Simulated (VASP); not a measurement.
Data:

```yaml
crystal:
  lattice:
    - [4.48618, 0.00000, 0.00000]
    - [0.00000, 4.48618, 0.00000]
    - [0.00000, 0.00000, 3.16238]
  atoms:
    - { symbol: Ir, position: [0.00000, 0.00000, 0.00000] }
    - { symbol: Ir, position: [0.50000, 0.50000, 0.50000] }
    - { symbol: O, position: [0.30868, 0.30868, 0.00000] }
    - { symbol: O, position: [0.80868, 0.19132, 0.50000] }
    - { symbol: O, position: [0.19132, 0.80868, 0.50000] }
    - { symbol: O, position: [0.69132, 0.69132, 0.00000] }
```

The numbers are results of PBEsol GGA, VASP's PBE PAW potentials (set 64) (plane waves; VASP), not measurements. Run with 520 eV cut-off, 8×8×11 Γ-centred mesh, tetrahedra with Blöchl corrections, potentials Ir O.

The cores are frozen, which limits the accuracy of field gradients.

Question: Give the principal components of the electric field gradient (V/Å²) and the asymmetry η at each nucleus.

Answer: 
```tsv
atom	Vxx	Vyy	Vzz	η
Ir1	-194.1	-22.2	216.3	0.80
Ir2	-194.1	-22.2	216.3	0.80
O3	55.8	40.7	-96.6	0.16
O4	55.8	40.7	-96.6	0.16
O5	55.8	40.7	-96.6	0.16
O6	55.8	40.7	-96.6	0.16
```

The compound is IrO2 in the rutile structure. It was relaxed first.
